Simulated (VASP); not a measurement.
Data:

```yaml
crystal:
  lattice:
    - [4.06199, -0.00039, 0.01165]
    - [0.00024, 4.05612, 0.00982]
    - [0.15570, 1.55115, 10.78738]
  atoms:
    - { symbol: Sn, position: [0.25541, 0.30068, 0.36855] }
    - { symbol: Sn, position: [0.74459, 0.69932, 0.63145] }
    - { symbol: S, position: [0.24517, 0.20890, 0.60541] }
    - { symbol: S, position: [0.75483, 0.79110, 0.39459] }
```

All values below come from PBEsol GGA, VASP's PBE PAW potentials (set 64) (plane waves; VASP). Numerical set-up: 400 eV cut-off, Gaussian smearing of 0.050 eV, potentials Sn_d S.

The cell holds a wide vacuum, so values per volume refer to the whole cell. Unless said otherwise, spin-orbit coupling is left out, though it shifts the bands of the heavy elements here.

Q: Give the energies of bands 13 to 23 at the high-symmetry points, in eV from the valence-band maximum.

A: 
```csv
band,Γ,X,Z,T2,V2
13,-6.46,-7.37,-6.46,-7.37,-5.93
14,-4.49,-7.37,-4.49,-7.36,-5.93
15,-3.86,-2.65,-3.85,-2.64,-5.37
16,-3.48,-2.64,-3.48,-2.64,-5.37
17,-3.46,-1.93,-3.46,-1.94,-3.63
18,-2.04,-1.93,-2.04,-1.94,-3.63
19,-2.03,-0.41,-2.03,-0.42,-1.89
20,-0.24,-0.41,-0.24,-0.42,-1.89
21,1.46,1.70,1.29,1.69,3.89
22,3.42,1.70,3.67,1.69,3.90
23,3.67,2.40,4.37,2.38,4.48
```

The gap is indirect, 1.24 eV, from the valence maximum at U2-Γ at 0.18 to the conduction minimum at Γ-T2 at 0.82.

The cell is a sheet with vacuum, built from a database entry that may be metastable or hypothetical.
